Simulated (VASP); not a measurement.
# Lattice of Si2Mo across functionals and dispersion corrections, part 2 of 3

Which functional gives the lattice of Si2Mo as experiment finds it, and is a dearer one worth its cost? LASPH is on for some levels and off for others; the table marks which. The start is a cell from a database of measured crystal structures.

VASP 6.6.1, plane waves and PAW; the level of theory is named at each step.

So far. Step 2 (Relaxation with LDA): It ends with forces under 0.001 eV/Å and a pressure of 0.01 GPa. The volume lies -2.0 % from that of the database's start, which holds the thermal and zero-point expansion of its experiment. The conventional cell has a = 3.182 and c = 7.793 Å.

The database entry behind the starting cell is an old determination (1927), so it need not match the best structure at ambient conditions.

**3. Relaxation with PBEsol**

This step: PBEsol; plane waves and PAW (Si, Mo_sv) (VASP 6.6.1).

PBEsol restores the gradient expansion of exchange and is tuned for the cells of solids.

INCAR

```
SYSTEM = Si2Mo
PREC = Accurate
ENCUT = 520
EDIFF = 1E-06
NELM = 100
ISMEAR = -1
SIGMA = 0.05
LREAL = .FALSE.
ALGO = Normal
GGA = PS
NBANDS = 17
LORBIT = 11
LWAVE = .FALSE.
LCHARG = .FALSE.
KPAR = 4
IBRION = 2
NSW = 60
ISIF = 3
EDIFFG = -0.01
```

POSCAR

```
Si2Mo
1.0
   -1.6000000000      1.6000000000      3.9305000000
    1.6000000000     -1.6000000000      3.9305000000
    1.6000000000      1.6000000000     -3.9305000000
Si Mo
2 1
Direct
    0.3330000000      0.3330000000      0.0000000000
    0.6670000000      0.6670000000      0.0000000000
    0.0000000000      0.0000000000      0.0000000000
```

KPOINTS

```
Automatic mesh
0
Gamma
10 10 10
0 0 0
```

PAW data sets: Si and Mo_sv (PBE family, release 64).

On the command line:

```bash
> mpirun -np 4 vasp_std
```

What it wrote:

```text
[banner, memory and clock lines left out]
running    4 mpi-ranks, on    1 nodes
 distrk:  each k-point on    1 cores,    4 groups
 distr:  one band on    1 cores,    1 groups

 POSCAR found type information on POSCAR SiMo
 POSCAR found :  2 types and       3 ions
 [... a notice as in an earlier step ...]

 LDA part: xc-table for (Slater+PW92), standard interpolation
 POSCAR, INCAR and KPOINTS ok, starting setup
 FFT: planning ... GRIDC
 FFT: planning ... GRID_SOFT
 FFT: planning ... GRID
 WAVECAR not read
 entering main loop
       N       E                     dE             d eps       ncg     rms          rms(c)
DAV:   1     0.122178612244E+03    0.12218E+03   -0.11338E+04  3468   0.123E+03
DAV:   2    -0.231091856738E+02   -0.14529E+03   -0.14266E+03  4245   0.312E+02
DAV:   3    -0.260405712682E+02   -0.29314E+01   -0.29028E+01  4313   0.401E+01
DAV:   4    -0.260560244799E+02   -0.15453E-01   -0.15443E-01  4256   0.324E+00
DAV:   5    -0.260561245125E+02   -0.10003E-03   -0.10002E-03  4294   0.267E-01    0.224E+01
DAV:   6    -0.252547827619E+02    0.80134E+00   -0.65704E+00  3741   0.168E+01    0.483E+00
DAV:   7    -0.251129168358E+02    0.14187E+00   -0.10068E+00  3676   0.610E+00    0.461E+00
DAV:   8    -0.250711317363E+02    0.41785E-01   -0.11729E-01  3732   0.255E+00    0.445E-01
DAV:   9    -0.250700714048E+02    0.10603E-02   -0.22233E-03  4447   0.379E-01    0.244E-01
DAV:  10    -0.250699621221E+02    0.10928E-03   -0.59273E-04  3871   0.214E-01    0.607E-02
DAV:  11    -0.250699483247E+02    0.13797E-04   -0.21442E-04  3815   0.111E-01    0.439E-02
DAV:  12    -0.250699438239E+02    0.45008E-05   -0.26291E-05  3721   0.372E-02    0.796E-03
DAV:  13    -0.250699435435E+02    0.28040E-06   -0.52177E-07  2009   0.631E-03
   1 F= -.25069944E+02 E0= -.25068259E+02  d E =-.250699E+02
 curvature:   0.00 expect dE= 0.000E+00 dE for cont linesearch  0.000E+00
 trial: gam= 0.00000 g(F)=  0.110E-01 g(S)=  0.180E-01 ort = 0.000E+00 (trialstep = 0.100E+01)
 search vector abs. value=  0.291E-01
 bond charge predicted
       N       E                     dE             d eps       ncg     rms          rms(c)
DAV:   1    -0.252694510136E+02   -0.19951E+00   -0.46314E+00  3590   0.218E+01    0.612E+00
DAV:   2    -0.250966074602E+02    0.17284E+00   -0.13687E+00  3584   0.880E+00    0.131E+00
DAV:   3    -0.250714011956E+02    0.25206E-01   -0.11061E-01  3585   0.188E+00    0.439E-01
DAV:   4    -0.250681009019E+02    0.33003E-02   -0.11018E-02  3691   0.962E-01    0.349E-01
DAV:   5    -0.250681651926E+02   -0.64291E-04   -0.57840E-04  4346   0.209E-01    0.184E-01
DAV:   6    -0.250681945106E+02   -0.29318E-04   -0.15276E-04  3846   0.665E-02    0.113E-02
DAV:   7    -0.250681936030E+02    0.90757E-06   -0.65227E-06  3815   0.175E-02
   2 F= -.25068194E+02 E0= -.25066934E+02  d E =0.174994E-02
[...]
3 F= -.25076949E+02 E0= -.25075454E+02  d E =-.700550E-02
[...]
4 F= -.25079014E+02 E0= -.25077742E+02  d E =-.206488E-02
[...]
5 F= -.25079017E+02 E0= -.25077737E+02  d E =-.206778E-02
[...]
6 F= -.25079016E+02 E0= -.25077732E+02  d E =-.206704E-02
 curvature:  -0.50 expect dE=-0.195E-04 dE for cont linesearch -0.530E-06
 ZBRENT: accuracy reached
 trial: gam=-0.01833 g(F)=  0.877E-06 g(S)=  0.383E-04 ort = 0.771E-04 (trialstep = 0.886E+00)
 search vector abs. value=  0.382E-04
 bond charge predicted
       N       E                     dE             d eps       ncg     rms          rms(c)
DAV:   1    -0.250791301893E+02   -0.11387E-03   -0.35322E-03  3737   0.515E-01    0.670E-02
DAV:   2    -0.250790458857E+02    0.84304E-04   -0.29083E-04  3942   0.120E-01    0.280E-02
DAV:   3    -0.250790288800E+02    0.17006E-04   -0.42632E-05  3915   0.428E-02    0.134E-02
DAV:   4    -0.250790242928E+02    0.45872E-05   -0.12179E-05  4079   0.263E-02    0.297E-03
DAV:   5    -0.250790241437E+02    0.14909E-06   -0.54280E-07  1815   0.525E-03
   7 F= -.25079024E+02 E0= -.25077724E+02  d E =-.805760E-05
 trial-energy change:   -0.000008  1 .order   -0.000008   -0.000033    0.000017
 step:   0.5888(harm=  0.5888)  dis= 0.00003  next Energy=   -25.079027 (dE=-0.111E-04)
 reached required accuracy - stopping structural energy minimisation
```

Run time: 42 s. Hardware: 4 MPI ranks of Intel Xeon 6975P-C (Granite Rapids), shared host; peak memory 1 GiB.

From OUTCAR (step 3):

```text
The static configuration has the point symmetry D_4h.

 Found    102 irreducible k-points:

   NELECT =      22.0000    total number of electrons

 E-fermi :  12.2677

 k-point     1 :       0.0000    0.0000    0.0000
  band No.  band energies     occupation
    ...
      6       5.8492      2.00000
      7       8.9161      2.00000
      8       9.1765      2.00000
      9       9.6742      2.00000
     10       9.6742      2.00000
     11      12.6941      0.00040
     12      15.4490      0.00000
     13      15.5309      0.00000
     14      15.8547      0.00000
     15      15.8547      0.00000
    ...

 k-point     2 :       0.1000    0.0000   -0.0000
  band No.  band energies     occupation
    ...
      7       8.3129      2.00000
      8       9.1907      2.00000
      9       9.7950      2.00000
     10       9.9729      2.00000
     11      12.1756      1.72600
     12      14.8564      0.00000
     13      15.1280      0.00000
     14      15.8843      0.00000
     15      16.3668      0.00000
     16      16.8718      0.00000
    ...

  Total        0.0022809      0.0022809     -0.0244791      0.0000000      0.0000000      0.0000000
  in kB        0.0916459      0.0916459     -0.9835764      0.0000000      0.0000000      0.0000000
  external PRESSURE =      -0.2667615 kB  Pullay stress =       0.0000000 kB

  energy-cutoff  :      520.00
  volume of cell :       39.87
      direct lattice vectors                 reciprocal lattice vectors
    -1.596261634  1.596261634  3.912279114     0.000000000  0.313231860  0.127802742
     1.596261634 -1.596261634  3.912279114     0.313231860  0.000000000  0.127802742
     1.596261634  1.596261634 -3.912279114     0.313231860  0.313231860  0.000000000

 POSITION                                       TOTAL-FORCE (eV/Angst)
 -----------------------------------------------------------------------------------
      0.00000      0.00000      2.62255        -0.000000     -0.000000      0.005254
      0.00000      0.00000      5.20201        -0.000000     -0.000000     -0.005254
      0.00000      0.00000      0.00000         0.000000      0.000000      0.000000
 -----------------------------------------------------------------------------------
    total drift:                               -0.000000     -0.000000     -0.000000

  FREE ENERGIE OF THE ION-ELECTRON SYSTEM (eV)
  ---------------------------------------------------
  free  energy   TOTEN  =       -25.0790241437 eV

  energy  without entropy=      -25.0764231596  energy(sigma->0) =      -25.07772365

 total charge
# of ion       s       p       d       tot
------------------------------------------
    1        0.742   0.882   0.000   1.624
    2        0.742   0.882   0.000   1.624
    3        2.290   6.211   4.214  12.715
--------------------------------------------------
tot          3.774   7.976   4.214  15.963

[... 8 parts as in an earlier step ...]

[... 5 further parts left out ...]
```

The PAW data sets were made with PBE, which is usual practice but a small mismatch for other functionals.

Relaxation path:

| step | energy less that of the first step (eV) | largest force (eV/Å) | pressure (GPa) | volume (Å³) |
| --- | --- | --- | --- | --- |
| 1 | 0.0000 | 0.3382 | -2.35 | 40.25 |
| 2 | 0.0018 | 0.0288 | 4.50 | 39.11 |
| 3 | -0.0070 | 0.1751 | 0.78 | 39.70 |
| 4 | -0.0091 | 0.0071 | 0.00 | 39.88 |
| 5 | -0.0091 | 0.0005 | 0.00 | 39.87 |
| 6 | -0.0091 | 0.0030 | 0.03 | 39.87 |
| 7 | -0.0091 | 0.0053 | -0.03 | 39.87 |

```
conventional cell, symmetrised  before  after  change
                         a (Å)   3.200  3.193  -0.2 %
                         b (Å)   3.200  3.193  -0.2 %
                         c (Å)   7.861  7.825  -0.5 %
              volume (Å³/atom)   13.42  13.29  -0.9 %
```

The atoms that moved most (Å, as changes of fractional coordinates times the final cell):

| atom | dx | dy | dz | length |
| --- | --- | --- | --- | --- |
| Si2 | 0.000 | 0.000 | -0.017 | 0.017 |
| Si1 | 0.000 | 0.000 | 0.017 | 0.017 |

Final coordinates:

```xyz
3
Lattice="-1.5963 1.5963 3.9123 1.5963 -1.5963 3.9123 1.5963 1.5963 -3.9123" Properties=species:S:1:pos:R:3 pbc="T T T"
Si    0.0000    0.0000    2.6225
Si    0.0000    0.0000    5.2020
Mo    0.0000    0.0000    0.0000
```

Numbers from this step:

```
free energy (TOTEN)             : -25.08 eV
energy at zero smearing         : -25.08 eV
Fermi energy                    : 12.27 eV
pressure                        : -0.02668 GPa
SCF cycles over all ionic steps : 45
```

It ends at 13.29 Å³/atom, -0.9 % from the start, with -0.03 GPa left. The conventional cell has a = 3.193 and c = 7.825 Å.

**4. Relaxation with PBE**

This step: PBE; plane waves and PAW (Si, Mo_sv) (VASP 6.6.1).

PBE, the usual starting point, adds the gradient of the density.

INCAR, as its differences from that of step 3:

```diff
@@ -9,3 +9,3 @@
 ALGO = Normal
-GGA = PS
+GGA = PE
 NBANDS = 17
```

POSCAR is that of step 3.

KPOINTS is that of step 3.

On the command line:

```bash
> mpirun -np 4 vasp_std
```

What it wrote:

```text
[banner, memory and clock lines left out]
running    4 mpi-ranks, on    1 nodes
[...]
LDA part: xc-table for (Slater+PW92), standard interpolation
 POSCAR, INCAR and KPOINTS ok, starting setup
[...]
entering main loop
       N       E                     dE             d eps       ncg     rms          rms(c)
DAV:   1     0.124250147598E+03    0.12425E+03   -0.11347E+04  3468   0.123E+03
DAV:   2    -0.212037311628E+02   -0.14545E+03   -0.14283E+03  4246   0.312E+02
DAV:   3    -0.241477318274E+02   -0.29440E+01   -0.29155E+01  4297   0.402E+01
DAV:   4    -0.241634291802E+02   -0.15697E-01   -0.15687E-01  4257   0.328E+00
[...]
DAV:  11    -0.232516893753E+02    0.12802E-04   -0.21284E-04  3822   0.111E-01    0.428E-02
DAV:  12    -0.232516852093E+02    0.41660E-05   -0.27686E-05  3719   0.376E-02    0.756E-03
DAV:  13    -0.232516847733E+02    0.43599E-06   -0.61736E-07  2017   0.714E-03
   1 F= -.23251685E+02 E0= -.23250065E+02  d E =-.232517E+02
[... from here on, the cycles between the ionic steps are left out ...]
   2 F= -.23253929E+02 E0= -.23252705E+02  d E =-.224468E-02
   3 F= -.23259002E+02 E0= -.23257598E+02  d E =-.731695E-02
   4 F= -.23261037E+02 E0= -.23259913E+02  d E =-.203567E-02
   5 F= -.23261112E+02 E0= -.23259947E+02  d E =-.211049E-02
   6 F= -.23261195E+02 E0= -.23260020E+02  d E =-.827141E-04
 trial-energy change:   -0.000083  1 .order   -0.000086   -0.000222    0.000049
 step:   0.7196(harm=  0.7196)  dis= 0.00091  next Energy=   -23.261203 (dE=-0.909E-04)
 reached required accuracy - stopping structural energy minimisation
```

Elapsed: 41 s, on 4 MPI ranks; peak memory 0.96 GiB; 2.7 min of CPU time.

From OUTCAR (step 4):

```text
  Total        0.0146841      0.0146841     -0.0171655      0.0000000      0.0000000      0.0000000
  in kB        0.5770350      0.5770350     -0.6745433      0.0000000      0.0000000      0.0000000
  external PRESSURE =       0.1598422 kB  Pullay stress =       0.0000000 kB

 POSITION                                       TOTAL-FORCE (eV/Angst)
 -----------------------------------------------------------------------------------
      0.00000      0.00000      2.63991         0.000000      0.000000     -0.003638
      0.00000      0.00000      5.23452         0.000000      0.000000      0.003638
      1.60899      1.60899     -3.93721        -0.000000     -0.000000     -0.000000
 -----------------------------------------------------------------------------------
    total drift:                               -0.000000      0.000000     -0.000000

  FREE ENERGIE OF THE ION-ELECTRON SYSTEM (eV)
  ---------------------------------------------------
  free  energy   TOTEN  =       -23.2611949316 eV

  energy  without entropy=      -23.2588454490  energy(sigma->0) =      -23.26002019

[... 2 parts as in an earlier step ...]

[... 2 further parts left out ...]
[key lines of the parts left out:]
E-fermi :  12.0185
```

The steps of the relaxation:

```csv
step,energy less that of the first step (eV),largest force (eV/Å),pressure (GPa),volume (Å³)
1,0.0000,0.2921,2.42,40.25
2,-0.0022,0.0966,-3.27,41.44
3,-0.0073,0.1841,-0.77,40.89
4,-0.0094,0.0171,0.15,40.76
5,-0.0094,0.0156,0.00,40.78
6,-0.0095,0.0036,0.02,40.77
```

```csv
"conventional cell, symmetrised",before,after,change
a (Å),3.200,3.218,+0.6 %
b (Å),3.200,3.218,+0.6 %
c (Å),7.861,7.874,+0.2 %
volume (Å³/atom),13.42,13.59,+1.3 %
```

The atoms that moved most (Å, as changes of fractional coordinates times the final cell):

```
atom     dx     dy      dz  length
 Si2  0.000  0.000  -0.018   0.018
 Si1  0.000  0.000   0.018   0.018
```

The relaxed structure:

```cif
data_structure
_symmetry_space_group_name_H-M 'P 1'
_symmetry_Int_Tables_number 1
_cell_length_a 4.5475
_cell_length_b 4.5475
_cell_length_c 4.5475
_cell_angle_alpha 138.557
_cell_angle_beta 138.557
_cell_angle_gamma 60.050
_cell_volume 40.77
loop_
_atom_site_label
_atom_site_type_symbol
_atom_site_fract_x
_atom_site_fract_y
_atom_site_fract_z
_atom_site_occupancy
Si1 Si 0.33525 0.33525 0.00000 1
Si2 Si 0.66475 0.66475 0.00000 1
Mo3 Mo 0.00000 0.00000 0.00000 1
```

It ends at 13.59 Å³/atom, +1.3 % from the start, with 0.02 GPa left. The conventional cell has a = 3.218 and c = 7.874 Å.

**5. Relaxation with r2SCAN**

This step: r2SCAN; plane waves and PAW (Si, Mo_sv) (VASP 6.6.1).

r2SCAN adds the kinetic-energy density, costs more than a GGA and is run with LASPH.

INCAR, as its differences from that of step 4:

```diff
@@ -9,3 +9,4 @@
 ALGO = Normal
-GGA = PE
+METAGGA = R2SCAN
+LASPH = .TRUE.
 NBANDS = 17
```

POSCAR is that of step 4.

KPOINTS is that of step 4.

On the command line:

```bash
> mpirun -np 4 vasp_std
```

What it wrote:

```text
[banner, memory and clock lines left out]
running    4 mpi-ranks, on    1 nodes
[...]
[... a notice as in an earlier step ...]

 LDA part: xc-table for (None), standard interpolation
 POSCAR, INCAR and KPOINTS ok, starting setup
[...]
entering main loop
       N       E                     dE             d eps       ncg     rms          rms(c)
DAV:   1     0.102255464978E+03    0.10226E+03   -0.11711E+04  3468   0.127E+03
DAV:   2    -0.490899249859E+02   -0.15135E+03   -0.14856E+03  4255   0.323E+02
DAV:   3    -0.521571989838E+02   -0.30673E+01   -0.30367E+01  4284   0.419E+01
DAV:   4    -0.521726304876E+02   -0.15432E-01   -0.15424E-01  4221   0.335E+00
[...]
DAV:  12    -0.450083902434E+02   -0.63549E-05   -0.11083E-05  4241   0.255E-02    0.188E-02
DAV:  13    -0.450083930152E+02   -0.27719E-05   -0.47807E-06  3652   0.150E-02    0.508E-03
DAV:  14    -0.450083930513E+02   -0.36108E-07   -0.27300E-07  1915   0.404E-03
   1 F= -.45008393E+02 E0= -.45007322E+02  d E =-.450084E+02
[... from here on, the cycles between the ionic steps are left out ...]
   2 F= -.45013611E+02 E0= -.45012915E+02  d E =-.521775E-02
   3 F= -.45015908E+02 E0= -.45015109E+02  d E =-.751452E-02
   4 F= -.45017030E+02 E0= -.45016344E+02  d E =-.112221E-02
   5 F= -.45017617E+02 E0= -.45016891E+02  d E =-.170978E-02
   6 F= -.45017704E+02 E0= -.45016976E+02  d E =-.870948E-04
 trial-energy change:   -0.000087  1 .order   -0.000086   -0.000265    0.000092
 step:   0.6382(harm=  0.6382)  dis= 0.00084  next Energy=   -45.017716 (dE=-0.983E-04)
 reached required accuracy - stopping structural energy minimisation
```

Wall time 2.8 min (4 MPI ranks); peak memory 1 GiB; 11 min of CPU time.

OUTCAR, selected parts (step 5):

```text
  Total        0.0279124      0.0279124     -0.0249195      0.0000000     -0.0000000      0.0000000
  in kB        1.1139614      1.1139614     -0.9945168      0.0000000     -0.0000000      0.0000000
  external PRESSURE =       0.4111353 kB  Pullay stress =       0.0000000 kB

 POSITION                                       TOTAL-FORCE (eV/Angst)
 -----------------------------------------------------------------------------------
      1.60189      1.60189     -1.28710         0.000000      0.000000     -0.005398
      0.00000      0.00000      5.19833        -0.000000     -0.000000      0.005398
      0.00000      0.00000      7.82247         0.000000      0.000000      0.000000
 -----------------------------------------------------------------------------------
    total drift:                               -0.000000     -0.000000      0.000000

  FREE ENERGIE OF THE ION-ELECTRON SYSTEM (eV)
  ---------------------------------------------------
  free  energy   TOTEN  =       -45.0177044493 eV

  energy  without entropy=      -45.0162474634  energy(sigma->0) =      -45.01697596

[... 2 parts as in an earlier step ...]

[... 2 further parts left out ...]
[key lines of the parts left out:]
E-fermi :  12.2223
```

Step by step:

```
step  energy less that of the first step (eV)  largest force (eV/Å)  pressure (GPa)  volume (Å³)
   1                                   0.0000                0.3788           -1.01        40.25
   2                                  -0.0052                0.0166            2.39        39.76
   3                                  -0.0075                0.1320            1.14        39.93
   4                                  -0.0086                0.0492           -0.84        40.33
   5                                  -0.0092                0.0172           -0.12        40.18
   6                                  -0.0093                0.0054            0.04        40.15
```

```
conventional cell, symmetrised  before  after  change
                         a (Å)   3.200  3.204  +0.1 %
                         b (Å)   3.200  3.204  +0.1 %
                         c (Å)   7.861  7.822  -0.5 %
              volume (Å³/atom)   13.42  13.38  -0.3 %
```

The atoms that moved most (Å, as changes of fractional coordinates times the final cell):

| atom | dx | dy | dz | length |
| --- | --- | --- | --- | --- |
| Si2 | 0.000 | 0.000 | -0.019 | 0.019 |
| Si1 | 0.000 | 0.000 | 0.019 | 0.019 |

Final coordinates:

```xyz
3
Lattice="-1.6019 1.6019 3.9112 1.6019 -1.6019 3.9112 1.6019 1.6019 -3.9112" Properties=species:S:1:pos:R:3 pbc="T T T"
Si    0.0000    0.0000    2.6241
Si    0.0000    0.0000    5.1983
Mo    0.0000    0.0000    0.0000
```

It ends at 13.38 Å³/atom, -0.3 % from the start, with 0.04 GPa left. The conventional cell has a = 3.204 and c = 7.822 Å.

(Part 2 of 3 ends here.)

[Lines on the potential files, build, host, timing and source positions are cut from VASP's logs without a mark.]

[Logs are printed without paths, hosts, clocks, repeated set-up lines and the standing remarks that a program may print on its own settings, such as how far it seeks lower states.]

[Hosts, paths, dates, database ids (printed as entryN), source tags and the programs' standing remarks are cut or masked in the printed files.]

[A measured line is paired with the nearest computed mode of its activity, which favours agreement.]
